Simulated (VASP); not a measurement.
# TeWS5 (P4/mmm) in VASP: notebook, part 2 of 2

VASP 6.6.1. Earlier steps stand in the parts before.

## (3) Single point, PBE, collinear spin, twin_end start (species swapped into the SnPPt5 type (P4/mmm, No. 123))

File INCAR:

```
ALGO = Fast
EDIFF = 1E-6
ENCUT = 520
GGA = PE
ISIF = 2
ISMEAR = 0
ISPIN = 2
LASPH = True
LCHARG = False
LMAXMIX = 4
LORBIT = 11
LREAL = False
LWAVE = False
MAGMOM = -0.06 0.87 0.02 -0.1 -0.1 -0.1 -0.1
NBANDS = 38
NELM = 150
PREC = Accurate
SIGMA = 0.1
```

File KPOINTS:

```
k-points
0
Gamma
  4 4 2
```

File POSCAR:

```
TeWS5
1.0
    4.3848779900      0.0000000000      0.0000000000
    0.0000000000      4.3848779900      0.0000000000
    0.0000000000      0.0000000000      7.8571192800
Te W S
1 1 5
Direct
    0.0000000000      0.0000000000      0.0000000000
    0.5000000000      0.5000000000      0.5000000000
    0.5000000000      0.5000000000      0.0000000000
    0.5000000000      0.0000000000      0.7003319900
    0.0000000000      0.5000000000      0.7003319900
    0.5000000000      0.0000000000      0.2996680100
    0.0000000000      0.5000000000      0.2996680100
```

Potentials or basis: VASP PAW PBE potentials, release 64 (Te, W_sv, S).

Started as:

```
$ cat potpaw_PBE.64/Te/POTCAR potpaw_PBE.64/W_sv/POTCAR potpaw_PBE.64/S/POTCAR > POTCAR
$ mpirun -np 1 vasp_std > vasp.out
```

Run time: 3.2 min. Hardware: 1 thread of Intel Xeon Platinum 8259CL at 2.50GHz (Skylake/Cascade Lake), shared host; peak memory 0.38 GiB.

It converged, with:

* Free energy: -32.8281 eV
* Pressure: -12.9 GPa
* Largest force: 1.406 eV/Å
* Band gap on the k mesh: none (metal or under the smearing width)
* Net moment: 0.56 μB per cell
* Site moments: Te -0.04; W +0.89; S +0.01, -0.09 μB
* Valence electrons inside the program's atomic spheres: Te 3.04; W 11.51; S 3.55

Forces on the atoms (eV/Å):
```
Te   0.000  0.000  0.000
W    0.000  0.000  0.000
S    0.000  0.000  0.000
S    0.000  0.000 -1.406
S    0.000  0.000 -1.406
S    0.000  0.000  1.406
S    0.000  0.000  1.406
```

Stress tensor (GPa, compression positive):
```
-12.66   0.00   0.00
  0.00 -12.66   0.00
  0.00   0.00 -13.27
```

Levels at points of the mesh, in eV from the Fermi level:
Spin up:
| k point | band 23 | band 24 | band 25 | band 26 | band 27 | band 28 |
| --- | --- | --- | --- | --- | --- | --- |
| (0.00, 0.00, 0.00) | -0.41 | -0.41 | -0.29 | -0.29 | -0.25 | 1.42 |
| (0.50, 0.00, 0.00) | -1.19 | -1.17 | -1.09 | -0.78 | -0.21 | 0.71 |
| (0.50, 0.50, 0.00) | -0.44 | 0.35 | 0.37 | 0.64 | 0.94 | 1.23 |
| (0.00, 0.00, 0.50) | -0.60 | -0.43 | -0.43 | 0.00 | 0.00 | 0.63 |
| (0.50, 0.00, 0.50) | -1.23 | -1.01 | -0.67 | -0.37 | 0.01 | 0.61 |
| (0.50, 0.50, 0.50) | -0.99 | -0.18 | 0.62 | 0.96 | 1.21 | 1.66 |
Spin down:
| k point | band 22 | band 23 | band 24 | band 25 | band 26 | band 27 | band 28 | band 29 |
| --- | --- | --- | --- | --- | --- | --- | --- | --- |
| (0.00, 0.00, 0.00) | -0.47 | -0.40 | -0.40 | -0.35 | 0.19 | 0.35 | 1.35 | 1.90 |
| (0.50, 0.00, 0.00) | -1.67 | -1.18 | -0.98 | -0.79 | -0.78 | 0.52 | 0.67 | 1.33 |
| (0.50, 0.50, 0.00) | -0.44 | 0.25 | 0.53 | 0.55 | 0.76 | 0.98 | 1.05 | 2.09 |
| (0.00, 0.00, 0.50) | -0.55 | -0.52 | -0.52 | -0.13 | -0.13 | 0.19 | 1.16 | 1.87 |
| (0.50, 0.00, 0.50) | -1.62 | -1.37 | -0.83 | -0.56 | -0.09 | 0.63 | 0.75 | 0.92 |
| (0.50, 0.50, 0.50) | -0.85 | -0.85 | 0.51 | 0.78 | 0.88 | 1.03 | 2.06 | 2.31 |

Caveat: the k mesh is coarse (spacing up to 0.40 Å⁻¹), so the values aren't converged; forces of over 1 eV/Å show positions far from the minimum, so gaps and moduli don't describe the material at rest.

## (4) Single point, PBE, collinear spin, twin_end start (species swapped into the SnPPt5 type (P4/mmm, No. 123))

File INCAR:

```
SYSTEM = TeWS5
PREC = Accurate
ENCUT = 520
EDIFF = 1E-7
ISMEAR = 0
SIGMA = 0.1
LREAL = .False.
LASPH = .True.
NELM = 150
ALGO = Fast
ISIF = 2
LWAVE = .False.
LCHARG = .True.
ISPIN = 2
MAGMOM = -0.01 0.49 0.09 0 0 0 0
LORBIT = 11
LMAXMIX = 4
GGA = PE
LELF = .True.
LVHAR = .True.
NBANDS = 38
```

File KPOINTS:

```
Automatic mesh
0
Gamma
  4 4 2
  0 0 0
```

File POSCAR:

```
TeWS5
1.0
    4.2144291881      0.0000000000      0.0000000000
    0.0000000000      4.2144291881      0.0000000000
    0.0000000000      0.0000000000      7.4375617134
Te W S
1 1 5
Direct
    0.0000000000      0.0000000000      0.0000000000
    0.5000000000      0.5000000000      0.5000000000
    0.5000000000      0.5000000000      0.0000000000
    0.5000000000      0.0000000000      0.6752981065
    0.0000000000      0.5000000000      0.6752981065
    0.5000000000      0.0000000000      0.3247018935
    0.0000000000      0.5000000000      0.3247018935
```

Potentials or basis: VASP PAW PBE potentials, release 64 (Te, W_sv, S).

Started as:

```
$ cat potpaw_PBE.64/Te/POTCAR potpaw_PBE.64/W_sv/POTCAR potpaw_PBE.64/S/POTCAR > POTCAR
$ mpirun -np 1 vasp_std > vasp.out
```

OUTCAR:

```text
SYSTEM = TeWS5
   PREC = Accurate
   ENCUT = 520
   EDIFF = 1E-7
   ISMEAR = 0
   LREAL = .False.
   LASPH = .True.
   NELM = 150
   ISIF = 2
   ISPIN = 2
   LORBIT = 11
   GGA = PE

 ion  position               nearest neighbor table
   1  0.000  0.000  0.000-   3 2.98   3 2.98   3 2.98   3 2.98   7 3.21   4 3.21   5 3.21   7 3.21
                             5 3.21   4 3.21   6 3.21   6 3.21
   2  0.500  0.500  0.500-   4 2.48   5 2.48   6 2.48   7 2.48   4 2.48   6 2.48   5 2.48   7 2.48

   3  0.500  0.500  0.000-   1 2.98   1 2.98   1 2.98   1 2.98
   4  0.500  0.000  0.675-   2 2.48   2 2.48   6 2.61   1 3.21   1 3.21
   5  0.000  0.500  0.675-   2 2.48   2 2.48   7 2.61   1 3.21   1 3.21
   6  0.500  0.000  0.325-   2 2.48   2 2.48   4 2.61   1 3.21   1 3.21
[... 1198 lines left out ...]
      2.10721      2.10721      0.00000         0.000000      0.000000      0.000000
      2.10721      0.00000      5.02257        -0.000000     -0.000000     -0.058786
      0.00000      2.10721      5.02257         0.000000     -0.000000     -0.058786
      2.10721      0.00000      2.41499         0.000000      0.000000      0.058786
      0.00000      2.10721      2.41499        -0.000000      0.000000      0.058786
 -----------------------------------------------------------------------------------
    total drift:                                0.000000      0.000000     -0.000000

  FREE ENERGIE OF THE ION-ELECTRON SYSTEM (eV)
  ---------------------------------------------------
  free  energy   TOTEN  =       -34.3910742718 eV

  energy  without entropy=      -34.3556372242  energy(sigma->0) =      -34.37335575

 total charge

# of ion       s       p       d       tot
------------------------------------------
    1        1.475   1.564   0.057   3.095
    2        2.321   6.297   3.307  11.925
    3        1.399   2.166   0.000   3.564
    4        1.393   2.212   0.000   3.605
    5        1.393   2.212   0.000   3.605
    6        1.393   2.212   0.000   3.605
    7        1.393   2.212   0.000   3.605
--------------------------------------------------
tot         10.766  18.875   3.364  33.004

 magnetization (x)

# of ion       s       p       d       tot
------------------------------------------
    1       -0.000   0.000  -0.000  -0.000
    2       -0.000  -0.000  -0.000  -0.000
    3        0.000  -0.000   0.000  -0.000
    4       -0.000   0.000   0.000  -0.000
    5       -0.000   0.000   0.000  -0.000
    6       -0.000   0.000   0.000  -0.000
    7       -0.000   0.000   0.000  -0.000
--------------------------------------------------
tot         -0.000  -0.000  -0.000  -0.000
```

OSZICAR:

```text
N       E                     dE             d eps       ncg     rms          rms(c)
DAV:   1     0.342168644438E+03    0.34217E+03   -0.23610E+04  1992   0.120E+03
DAV:   2    -0.123249686482E+02   -0.35449E+03   -0.33547E+03  2168   0.282E+02
[... 14 lines left out ...]
RMM:  17    -0.343910901947E+02    0.64071E-06   -0.10711E-06  2181   0.537E-03    0.174E-02
RMM:  18    -0.343910927285E+02   -0.25338E-05   -0.68859E-07  1864   0.390E-03    0.200E-02
RMM:  19    -0.343910772751E+02    0.15453E-04   -0.19442E-05  3139   0.184E-02    0.139E-02
RMM:  20    -0.343910740758E+02    0.31993E-05   -0.10656E-05  2937   0.135E-02    0.713E-03
RMM:  21    -0.343910742067E+02   -0.13094E-06   -0.35065E-07  1621   0.289E-03    0.447E-03
RMM:  22    -0.343910742718E+02   -0.65093E-07   -0.17577E-07  1369   0.213E-03
   1 F= -.34391074E+02 E0= -.34373356E+02  d E =-.354370E-01  mag=    -0.0000
```

stdout:

```text
POSCAR found type information on POSCAR TeW S
 POSCAR found :  3 types and       7 ions
 scaLAPACK will be used
 LDA part: xc-table for (Slater+PW92), standard interpolation
 POSCAR, INCAR and KPOINTS ok, starting setup
 FFT: planning ... GRIDC
 FFT: planning ... GRID_SOFT
 FFT: planning ... GRID
 WAVECAR not read
 entering main loop
```

Wall time 3.9 min (1 thread of AMD EPYC 7R13 (Zen 3), shared host); peak memory 0.29 GiB.

What came out:

```yaml
Free_energy: -34.3911 eV
Pressure: -0.5 GPa
Largest_force: 0.059 eV/Å
Band_gap_on_the_k_mesh: none (metal or under the smearing width)
Net_moment: 0.00 μB per cell
Valence_electrons_inside_the_program's_atomic_spheres: Te 3.10; W 11.93; S 3.56, 3.60
```

Forces on the atoms (eV/Å):
```
Te   0.000  0.000  0.000
W    0.000  0.000  0.000
S    0.000  0.000  0.000
S    0.000  0.000 -0.059
S    0.000  0.000 -0.059
S    0.000  0.000  0.059
S    0.000  0.000  0.059
```

Levels at points of the mesh, in eV from the Fermi level:
Spin up:
| k point | band 23 | band 24 | band 25 | band 26 | band 27 | band 28 |
| --- | --- | --- | --- | --- | --- | --- |
| (0.00, 0.00, 0.00) | -0.77 | -0.56 | -0.56 | -0.10 | 0.35 | 1.85 |
| (0.50, 0.00, 0.00) | -1.65 | -1.44 | -1.39 | -1.18 | 0.00 | 0.84 |
| (0.50, 0.50, 0.00) | -0.79 | 0.06 | 0.41 | 0.53 | 0.92 | 1.39 |
| (0.00, 0.00, 0.50) | -0.65 | -0.56 | -0.56 | -0.56 | -0.26 | 1.34 |
| (0.50, 0.00, 0.50) | -1.50 | -1.35 | -0.76 | -0.29 | -0.14 | 0.12 |
| (0.50, 0.50, 0.50) | -0.92 | 0.08 | 0.40 | 0.53 | 1.38 | 2.24 |
Spin down:
```tsv
k point	band 22	band 23	band 24	band 25	band 26	band 27	band 28	band 29
(0.00, 0.00, 0.00)	-0.79	-0.77	-0.56	-0.56	-0.11	0.35	1.85	2.02
(0.50, 0.00, 0.00)	-1.84	-1.65	-1.44	-1.39	-1.18	0.00	0.84	1.45
(0.50, 0.50, 0.00)	-0.88	-0.79	0.06	0.41	0.53	0.92	1.39	2.48
(0.00, 0.00, 0.50)	-0.65	-0.65	-0.56	-0.56	-0.56	-0.26	1.34	2.17
(0.50, 0.00, 0.50)	-2.12	-1.50	-1.35	-0.76	-0.29	-0.14	0.12	1.21
(0.50, 0.50, 0.50)	-0.92	-0.92	0.08	0.40	0.53	1.38	2.24	2.81
```

Caveat: the k mesh is coarse (spacing up to 0.42 Å⁻¹), so the values aren't converged. Spin-orbit coupling is left out, which matters for the levels of Te, W.

## (5) Single point, PBE (species swapped into the SnPPt5 type (P4/mmm, No. 123))

File INCAR:

```
SYSTEM = TeWS5
  PREC = Accurate
  ENCUT = 520
  EDIFF = 1E-6
  ISMEAR = 0
  SIGMA = 0.1
  LREAL = .False.
  LASPH = .True.
  NELM = 100
  ALGO = Fast
  ISIF = 2
  LWAVE = .False.
  LCHARG = .False.
  GGA = PE
  NBANDS = 34
```

File KPOINTS:

```
Automatic mesh
0
Gamma
  10 10 6
  0 0 0
```

File POSCAR:

```
TeWS5
1.0
    4.4481854902      0.0000000000      0.0000000000
    0.0000000000      4.4481854902      0.0000000000
    0.0000000000      0.0000000000      6.2702138853
Te W S
1 1 5
Direct
    0.0000000000      0.0000000000      0.0000000000
    0.5000000000      0.5000000000      0.5000000000
    0.5000000000      0.5000000000      0.0000000000
    0.5000000000      0.0000000000      0.6938132819
    0.0000000000      0.5000000000      0.6938132819
    0.5000000000      0.0000000000      0.3061867181
    0.0000000000      0.5000000000      0.3061867181
```

Started as:

```
$ cat potpaw_PBE.64/Te/POTCAR potpaw_PBE.64/W_sv/POTCAR potpaw_PBE.64/S/POTCAR > POTCAR
$ mpirun -np 1 vasp_std > vasp.out
```

Run time: 5.5 min. Hardware: 1 thread of Intel Xeon Platinum 8488C (Sapphire Rapids), shared host; peak memory 0.46 GiB.

It converged, with:

```
Free energy            : -34.5213 eV
Pressure               : -0.1 GPa
Largest force          : 0.018 eV/Å
Band gap on the k mesh : none (metal or under the smearing width)
```

Forces in eV/Å, atoms in the order of the input:
```
Te   0.000  0.000  0.000
W    0.000  0.000  0.000
S    0.000  0.000  0.000
S    0.000  0.000 -0.018
S    0.000  0.000 -0.018
S    0.000  0.000  0.018
S    0.000  0.000  0.018
```

Stress tensor (GPa, compression positive):
```
-0.07  0.00  0.00
 0.00 -0.07  0.00
 0.00  0.00 -0.21
```

Levels at points of the mesh, in eV from the Fermi level:
```csv
k point,band 23,band 24,band 25,band 26,band 27,band 28
"(0.00, 0.00, 0.00)",-1.29,-1.22,-1.22,-0.35,0.89,1.35
"(0.50, 0.00, 0.00)",-1.53,-1.34,-0.80,-0.77,0.54,1.17
"(0.50, 0.50, 0.00)",-0.83,-0.39,0.04,0.36,1.32,1.46
"(0.00, 0.00, 0.50)",-1.49,-1.27,-0.77,0.21,0.26,1.52
"(0.50, 0.00, 0.50)",-1.91,-1.49,0.02,0.74,0.76,0.85
"(0.50, 0.50, 0.50)",-0.52,-0.50,-0.50,0.23,1.53,1.75
```

The run has no spin-orbit coupling, so splittings on Te, W are missing.

## (6) Summary

| spin | k mesh | mesh quality | gap on the mesh (eV) | pressure (GPa) | moment (μB) | largest force (eV/Å) |
| --- | --- | --- | --- | --- | --- | --- |
| collinear, typed start | 4 × 4 × 4 | coarse | none | 0.2 | 0.02 | 0.03 |
| collinear, twin_end start | 4 × 4 × 2 | coarse | none | -0.5 | 0.00 | 0.06 |
| off | 10 × 10 × 6 | not flagged | none | -0.1 | - | 0.02 |

Alike in all rows: task single point; level PBE; potentials or basis VASP PAW PBE potentials, release 64 (Te, W_sv, S); cell species swapped into the SnPPt5 type (P4/mmm, No. 123); cutoff (eV) 520; smearing gaussian 0.1 eV.

Caveats: some runs use coarse meshes.

Total energies depend on the potentials used, so only differences within one code and one set of settings carry meaning.
